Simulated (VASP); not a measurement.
An input for Quantum ESPRESSO's pw.x (written as the equivalent of a VASP run, and not itself run):

```
&CONTROL
  calculation = 'vc-relax'
  pseudo_dir = './pseudo'
  outdir = './out'
  tprnfor = .true.
  tstress = .true.
  nstep = 60
  forc_conv_thr = 0.00078
/
&SYSTEM
  ibrav = 0
  nat = 3
  ntyp = 2
  ecutwfc = 84
  occupations = 'smearing'
  smearing = 'gaussian'
  degauss = 0.003675
  input_dft = 'vdw-df-obk8'
/
&ELECTRONS
  conv_thr = 7.3e-08
  electron_maxstep = 100
/
&IONS
/
&CELL
/
ATOMIC_SPECIES
  Pt 195.084 Pt.upf
  S 32.060 S.upf
CELL_PARAMETERS angstrom
     3.5656023    0.0000000   -0.0000000
    -1.7828012    3.0879023   -0.0000000
     0.0000000    0.0000000    4.8147176
ATOMIC_POSITIONS crystal
  Pt   0.0000000  0.0000000  0.0000000
  S    0.3333330  0.6666670  0.2484974
  S    0.6666670  0.3333330  0.7515026
K_POINTS automatic
  7 7 4 0 0 0
```

Task: Translate this input to VASP (INCAR, KPOINTS, POSCAR, choice of POTCAR).

Result: This is not unique; one that fits is 
File KPOINTS:
```
Automatic mesh
0
Gamma
7 7 4
0 0 0
```

INCAR:
```
! general
SYSTEM    =  PtS2
PREC      =  Accurate
ENCUT     =  480
LREAL     =  .FALSE.
LASPH     =  .TRUE.

! electronic loop
EDIFF     =  1E-6
NELM      =  100
ALGO      =  Normal
LMAXMIX   =  6

! smearing
ISMEAR    =  0
SIGMA     =  0.05

! functional
GGA       =  BO
LUSE_VDW  =  .TRUE.
AGGAC     =  0.0
PARAM1    =  0.1833333333
PARAM2    =  0.22

! ions
IBRION    =  2
NSW       =  60
ISIF      =  3
EDIFFG    =  -0.02

! output
LWAVE     =  .FALSE.
LCHARG    =  .FALSE.
```

File POSCAR:
```
PtS2
1
    3.5656023076     0.0000000000    -0.0000000000
   -1.7828011538     3.0879022502    -0.0000000000
    0.0000000000     0.0000000000     4.8147175560
Pt S
1 2
Direct
  0.0000000000   0.0000000000   0.0000000000
  0.3333330000   0.6666670000   0.2484973688
  0.6666670000   0.3333330000   0.7515026312
```

POTCAR, in this order: Pt S (PBE.64 set). Program: vasp_std.

Limits of the translation: the potentials are each code's own (VASP's PAW set, PseudoDojo norm-conserving files in pw.x), so ENCUT and ecutwfc are chosen apart and not converted; conv_thr bounds pw.x's estimated SCF error, while EDIFF bounds the energy change between steps; forc_conv_thr acts on force components and is met together with etot_conv_thr.

The compound is PtS2 in the 1T layered structure. This run relaxes it. Symmetry was kept, so distortions that lower it aren't found. The start is the result of an earlier pass.
